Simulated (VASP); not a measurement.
These are HSE06 screened hybrid, VASP's PBE PAW potentials (set 64) (plane waves; VASP) values and carry that method's errors.

The input files of a VASP run:

**INCAR**
```
SYSTEM = In32ZnP32
PREC = Normal; ENCUT = 400; LREAL = Auto
LASPH = T; ISYM = 0; NELECT = 267.0
EDIFF = 1E-5; NELM = 50; NELMIN = 4
ALGO = Normal; LMAXMIX = 4
ISMEAR = 0; SIGMA = 0.05
GGA = PE; LHFCALC = T; AEXX = 0.25
HFSCREEN = 0.2; PRECFOCK = Fast
ISPIN = 2; MAGMOM = 65*0.0154; NUPDOWN = 1
ISIF = 0
LWAVE = F; LCHARG = F; LORBIT = 10
```

File POSCAR:
```
In32ZnP32
1
   11.9995217336     0.0000000000     0.0000000000
    0.0000000000    11.9995217336     0.0000000000
    0.0000000000     0.0000000000    11.9995217336
In P Zn
32 32 1
Direct
  0.4982070152   0.9983072202   0.0006988146
  0.7490323399   0.2484501076   0.0008448114
  0.7497737679   0.9982460636   0.2514676460
  0.9979385249   0.9980673469   0.0012258781
  0.2454966114   0.2454971157   0.0001570695
  0.4972619247   0.4977424663   0.9915810837
  0.7494748753   0.7493080567   0.0007424027
  0.2470409233   0.9985916303   0.2523491600
  0.4987011630   0.2363796343   0.2515866787
  0.7582607786   0.4976238662   0.2529198516
  0.4981961461   0.9983116131   0.5026383125
  0.7502946175   0.2449310847   0.5050615896
  0.7487508820   0.9976580693   0.7525039058
  0.9988505813   0.4986784689   0.0011261767
  0.2477576339   0.7491285065   0.0017038109
  0.9979048232   0.2476907019   0.2518008992
  0.2378912150   0.4972906713   0.2530137041
  0.4969238007   0.7587120199   0.2526495760
  0.9979229055   0.9978474061   0.5017852473
  0.2463965094   0.2467614879   0.5036377194
  0.4979401889   0.4974469182   0.5133230106
  0.7485678302   0.7492364025   0.5019382404
  0.2481804870   0.9980095007   0.7521023626
  0.4983867340   0.2475767720   0.7519961180
  0.7496004900   0.4989180277   0.7515377454
  0.9986867689   0.7489659449   0.2513752457
  0.9976678162   0.4986113885   0.5027259310
  0.2453059312   0.7498896986   0.5047941773
  0.9981581895   0.2484610109   0.7519573804
  0.2471111731   0.4987503705   0.7523105751
  0.4984925712   0.7493273638   0.7515959288
  0.9978975061   0.7487868800   0.7521788192
  0.6256408486   0.1211883925   0.1244938565
  0.8750461295   0.3723114785   0.1251995147
  0.8730623731   0.1233858968   0.3763362126
  0.1224807777   0.1229599275   0.1277597842
  0.3765482530   0.3758032581   0.1307306274
  0.6181133327   0.6188363308   0.1317334779
  0.8731258404   0.8726393205   0.1271939105
  0.3712111994   0.1216386104   0.3790165984
  0.6195669424   0.3755813436   0.3741708191
  0.8750062928   0.6252655335   0.3782558701
  0.6224727645   0.1225165131   0.6276985178
  0.8729695764   0.3736713611   0.6266300522
  0.8732601831   0.1233970227   0.8767396619
  0.1225163970   0.6245037073   0.1257136325
  0.3712060715   0.8757027957   0.1254461256
  0.1208886228   0.3711959098   0.3793142742
  0.3766280659   0.6192524248   0.3743324637
  0.6247081051   0.8755080357   0.3778867622
  0.1222508256   0.1222524052   0.6276728481
  0.3706797722   0.3711576068   0.6292387467
  0.6249481000   0.6250273134   0.6283164640
  0.8730286464   0.8731050743   0.6269678481
  0.3737084350   0.1236000809   0.8769426787
  0.6248904753   0.3724645360   0.8746815556
  0.8729750867   0.6228092843   0.8774587962
  0.1233248772   0.8728629012   0.3764743050
  0.1223592461   0.6224187163   0.6273973568
  0.3736961686   0.8731625166   0.6264694897
  0.1234060766   0.3737735146   0.8772435102
  0.3715585725   0.6253638618   0.8750930168
  0.6226932653   0.8725772215   0.8774999280
  0.1230154417   0.8731515590   0.8770387484
  0.4979605102   0.4964977294   0.2530446734
```

KPOINTS:
```
Automatic mesh
0
Gamma
1 1 1
0 0 0
```

POTCAR, in this order: In P Zn (PBE.64 set). Program: vasp_gam. Read from the step before: WAVECAR.

Output of the run:

**OSZICAR**
```
       N       E                     dE             d eps       ncg     rms          rms(c)
DAV:   1    -0.319370900439E+03   -0.31937E+03   -0.15372E+01   768   0.110E+01    0.125E+01
DAV:   2    -0.319530893521E+03   -0.15999E+00   -0.12327E+00   728   0.448E+00    0.849E+00
DAV:   3    -0.319501855826E+03    0.29038E-01   -0.84015E-02   816   0.681E-01    0.508E+00
DAV:   4    -0.319486111739E+03    0.15744E-01   -0.15137E-02   760   0.306E-01    0.284E+00
DAV:   5    -0.319480271135E+03    0.58406E-02   -0.43313E-03   728   0.112E-01    0.152E+00
DAV:   6    -0.319478117821E+03    0.21533E-02   -0.99884E-04   760   0.508E-02    0.805E-01
DAV:   7    -0.319477315726E+03    0.80210E-03   -0.30513E-04   720   0.281E-02    0.423E-01
DAV:   8    -0.319477035995E+03    0.27973E-03   -0.12801E-04   736   0.184E-02    0.216E-01
DAV:   9    -0.319476943883E+03    0.92112E-04   -0.46029E-05   536   0.113E-02    0.111E-01
DAV:  10    -0.319476915657E+03    0.28226E-04   -0.20940E-05   400   0.843E-03    0.539E-02
DAV:  11    -0.319476908517E+03    0.71407E-05   -0.91163E-06   344   0.566E-03
   1 F= -.31947691E+03 E0= -.31947691E+03  d E =-.178831E-09  mag=     1.0000
```

### OUTCAR
```
------------------------ aborting loop because EDIFF is reached ----------------------------------------
  volume of cell :     1727.79
      direct lattice vectors                 reciprocal lattice vectors
    11.999521734  0.000000000  0.000000000     0.083336655  0.000000000  0.000000000
     0.000000000 11.999521734  0.000000000     0.000000000  0.083336655  0.000000000
     0.000000000  0.000000000 11.999521734     0.000000000  0.000000000  0.083336655
  FREE ENERGIE OF THE ION-ELECTRON SYSTEM (eV)
  ---------------------------------------------------
  free  energy   TOTEN  =      -319.4769085168 eV

  energy  without entropy=     -319.4769085166  energy(sigma->0) =     -319.47690852

  exchange ACFDT corr.  =         0.00000000  see jH, gK, PRB 81, 115126

 total charge

# of ion       s       p       d       tot
------------------------------------------
    1        1.173   1.430   0.241   2.845
    2        1.170   1.423   0.240   2.834
    3        1.174   1.432   0.242   2.848
    4        1.177   1.407   0.235   2.819
    5        1.198   1.334   0.224   2.756
    6        1.172   1.405   0.241   2.818
    7        1.198   1.329   0.223   2.751
    8        1.174   1.433   0.242   2.848
    9        1.172   1.404   0.241   2.817
   10        1.172   1.405   0.241   2.817
   11        1.174   1.432   0.242   2.848
   12        1.199   1.335   0.224   2.758
   13        1.177   1.407   0.235   2.819
   14        1.173   1.431   0.242   2.846
   15        1.171   1.427   0.241   2.839
   16        1.174   1.432   0.242   2.847
   17        1.172   1.407   0.241   2.820
   18        1.172   1.405   0.241   2.818
   19        1.177   1.407   0.235   2.819
   20        1.171   1.425   0.241   2.837
   21        1.172   1.405   0.241   2.818
   22        1.171   1.425   0.241   2.836
   23        1.177   1.405   0.235   2.816
   24        1.174   1.431   0.242   2.847
   25        1.174   1.432   0.242   2.847
   26        1.173   1.431   0.242   2.846
   27        1.174   1.434   0.242   2.850
   28        1.198   1.333   0.224   2.755
   29        1.177   1.407   0.235   2.819
   30        1.174   1.432   0.242   2.847
   31        1.173   1.430   0.241   2.845
   32        1.177   1.409   0.236   2.821
   33        1.021   1.489   0.000   2.510
   34        1.021   1.489   0.000   2.510
   35        1.027   1.481   0.000   2.509
   36        1.027   1.481   0.000   2.509
   37        1.034   1.476   0.000   2.510
   38        1.034   1.476   0.000   2.510
   39        1.028   1.481   0.000   2.508
   40        1.021   1.489   0.000   2.510
   41        1.034   1.475   0.000   2.510
   42        1.021   1.490   0.000   2.510
   43        1.027   1.481   0.000   2.509
   44        1.027   1.481   0.000   2.509
   45        1.022   1.485   0.000   2.507
   46        1.021   1.490   0.000   2.510
   47        1.021   1.489   0.000   2.510
   48        1.021   1.490   0.000   2.511
   49        1.034   1.476   0.000   2.510
   50        1.021   1.489   0.000   2.510
   51        1.022   1.486   0.000   2.508
   52        1.021   1.489   0.000   2.510
   53        1.021   1.489   0.000   2.510
   54        1.022   1.485   0.000   2.507
   55        1.028   1.481   0.000   2.508
   56        1.021   1.489   0.000   2.510
   57        1.028   1.481   0.000   2.508
   58        1.027   1.481   0.000   2.509
   59        1.027   1.482   0.000   2.510
   60        1.028   1.481   0.000   2.508
   61        1.027   1.481   0.000   2.509
   62        1.021   1.489   0.000   2.510
   63        1.028   1.481   0.000   2.509
   64        1.022   1.486   0.000   2.507
   65        0.504   0.387   9.818  10.710
--------------------------------------------------
tot         70.961  92.960  17.435 181.356

 magnetization (x)

# of ion       s       p       d       tot
------------------------------------------
    1        0.007  -0.000  -0.000   0.007
    2        0.005  -0.000  -0.000   0.005
    3        0.007  -0.000  -0.000   0.007
    4        0.016   0.002  -0.000   0.017
    5        0.042   0.010  -0.001   0.051
    6        0.003  -0.001  -0.000   0.001
    7        0.043   0.010  -0.001   0.052
    8        0.007  -0.000  -0.000   0.007
    9        0.003  -0.001  -0.000   0.002
   10        0.003  -0.001  -0.000   0.001
   11        0.007  -0.000  -0.000   0.007
   12        0.042   0.010  -0.001   0.051
   13        0.016   0.002  -0.000   0.017
   14        0.007  -0.000  -0.000   0.007
   15        0.005  -0.000  -0.000   0.005
   16        0.007  -0.000  -0.000   0.007
   17        0.003  -0.001  -0.000   0.002
   18        0.003  -0.001  -0.000   0.002
   19        0.016   0.001  -0.000   0.017
   20        0.005  -0.000  -0.000   0.005
...
```
(Selected blocks of OUTCAR.)

### OUTCAR
```
 val. band max:        3.7714790865   @ k =   0.0000   0.0000   0.0000

 cond. band min:       4.0077006075   @ k =   0.0000   0.0000   0.0000


 Fermi energy:         3.9886179462

 spin component 1

 k-point     1 :       0.0000    0.0000    0.0000
  band No.  band energies     occupation
      1      -9.4630      1.00000
      2      -8.8482      1.00000
      3      -8.5875      1.00000
      4      -8.5857      1.00000
      5      -8.5836      1.00000
      6      -8.5713      1.00000
      7      -8.5701      1.00000
      8      -8.1383      1.00000
      9      -8.1312      1.00000
     10      -8.1295      1.00000
     11      -8.1267      1.00000
     12      -7.9699      1.00000
     13      -7.9676      1.00000
     14      -7.9648      1.00000
     15      -7.9598      1.00000
     16      -7.9585      1.00000
     17      -7.9551      1.00000
     18      -7.9523      1.00000
     19      -7.9510      1.00000
     20      -7.8532      1.00000
     21      -7.8468      1.00000
     22      -7.8442      1.00000
     23      -7.8434      1.00000
     24      -7.4035      1.00000
     25      -7.4026      1.00000
     26      -7.4008      1.00000
     27      -7.2195      1.00000
     28      -7.2183      1.00000
     29      -7.2162      1.00000
     30      -7.2008      1.00000
     31      -7.1971      1.00000
     32      -7.1966      1.00000
     33      -6.2122      1.00000
     34      -6.2103      1.00000
     35      -6.0444      1.00000
     36      -6.0429      1.00000
     37      -6.0400      1.00000
     38      -3.3271      1.00000
     39      -3.0610      1.00000
     40      -3.0514      1.00000
     41      -3.0507      1.00000
     42      -2.9995      1.00000
     43      -2.9985      1.00000
     44      -2.9975      1.00000
     45      -2.9103      1.00000
     46      -2.9059      1.00000
     47      -2.9031      1.00000
     48      -2.8856      1.00000
     49      -2.8611      1.00000
...
```

The cell is charged, with a uniform compensating background. The supercell is sampled at Γ alone, which is coarse: total energies, pressure and levels can be off, energies of defects by several tenths of an eV. Unless said otherwise, spin-orbit coupling is left out, though it shifts the bands of the heavy elements here.

The cell is a supercell with a defect, built from InP (zinc blende): Zn_i, charge +1. The cell's shape comes from a PBE relaxation.
